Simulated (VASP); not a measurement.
The input files of a VASP run:

File KPOINTS:
```
Automatic mesh
0
Gamma
14 14 14
0 0 0
```

**INCAR**
```
SYSTEM = Nb
PREC = Accurate
ENCUT = 480
EDIFF = 1E-7
NELM = 100
ALGO = Normal
LREAL = .FALSE.
LASPH = .TRUE.
ISMEAR = 1
SIGMA = 0.1
METAGGA = R2SCAN
LMIXTAU = .TRUE.
LMAXMIX = 4
LWAVE = .FALSE.
LCHARG = .FALSE.
ISIF = 3
IBRION = 2
NSW = 40
EDIFFG = -0.01
PSTRESS = 100
```

File POSCAR:
```
Nb
1.0
 -1.6508986092   1.6508986092   1.6508986092
  1.6508986092  -1.6508986092   1.6508986092
  1.6508986092   1.6508986092  -1.6508986092
Nb
1
Cartesian
  0.0000000000   0.0000000000   0.0000000000
```

POTCAR, in this order: Nb_sv (PBE.64 set). Program: vasp_std.

Task: Translate this r2SCAN calculation to Ansatz.

Result: One equivalent input (not run):
Ansatz 0.2 input:
```yaml
crystal:
  lattice:
    - [-1.6508986, 1.6508986, 1.6508986]
    - [1.6508986, -1.6508986, 1.6508986]
    - [1.6508986, 1.6508986, -1.6508986]
  atoms:
    - { symbol: Nb, position: [0.0000000, 0.0000000, 0.0000000] }
kpoints:
  mp_grid: { grid: [14, 14, 14] }
hamiltonian:
  xc: r2scan
  pseudopotentials: { kind: paw }
scf:
  occupations: { method: methfessel_paxton, width: 0.1 }
  max_iter: 100
relax:
  max_steps: 40
  f_tol: 0.01
  cell: { p_target: 10 }
output: { forces: true, stress: true, eigenvalues: true }
```
The two are equivalent in intent, not identical: each code has its own PAW files, so the cut-off isn't converted (ENCUT is set for VASP's; basis.ecutwfc is left out, and Ansatz then takes the one that its files recommend); Ansatz stops its SCF on the density residual and VASP on the energy change (EDIFF).

The compound is Nb in the bcc structure. This run relaxes it under an external pressure of 10 GPa. Symmetry was kept, so distortions that lower it aren't found.
